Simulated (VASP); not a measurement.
Consider the following.

```
VSe
1.0
    3.54900     0.00000     0.00000
    0.00000     3.54900     0.00000
    0.00000     0.00000     3.54900
V Se
1 1
Cartesian
  0.00000   0.00000   0.00000
  1.77450   1.77450   1.77450
```
Starting moments (μB, in the order of the record's atoms V Se): 2.0 0.0.

All values below come from PBEsol GGA, VASP's PBE PAW potentials (set 64) (plane waves; VASP). Run with 400 eV cut-off, 9×9×9 Γ-centred mesh, first-order Methfessel-Paxton smearing of 0.10 eV, potentials V_sv Se.

Energy and stress use the plane-wave basis of the starting cell. The moments were started parallel, and other spin orders were not tried in this run.

Problem. The ions, cell shape and volume are relaxed. Give the cell that the relaxation ends in.

Solution. 
```
VSe
1.0
    3.04730     0.00000     0.00000
    0.00000     3.04730     0.00000
    0.00000     0.00000     3.04730
V Se
1 1
Cartesian
  0.00000   0.00000   3.04730
  1.52365   1.52365   1.52365
```
Space group Pm-3m (221), at a tolerance of 0.03 Å. The cell ends with 0.00 μB, on the sites 0.00 0.00 μB.

Problem. How do energy and volume change from the first to the last step?

Solution. The energy (σ→0) changes by -614.7 meV/atom and the volume by -36.7 %, in 8 ionic steps.

| step | E(σ→0) (eV) | max force (eV/Å) | pressure (GPa) | volume (Å³) |
|---|---|---|---|---|
| 1 | -12.9146 | 0.000 | -16.75 | 44.70 |
| 2 | -14.1215 | 0.000 | -10.09 | 31.23 |
| 3 | -14.0886 | 0.000 | 10.91 | 26.61 |
| 4 | -14.1402 | 0.000 | -2.50 | 28.76 |
| 5 | -14.1440 | 0.000 | -0.17 | 28.32 |
| 6 | -14.1429 | 0.000 | 1.43 | 28.04 |
| 7 | -14.1425 | 0.000 | -1.69 | 28.59 |
| 8 | -14.1440 | 0.000 | -0.03 | 28.30 |

The structure was generated: VSe was put into the CsCl type type (Pm-3m), which need not be its known phase. This run relaxes it. Symmetry was kept, so distortions that lower it aren't found. VASP warned that the highest band is occupied, so more bands are needed.
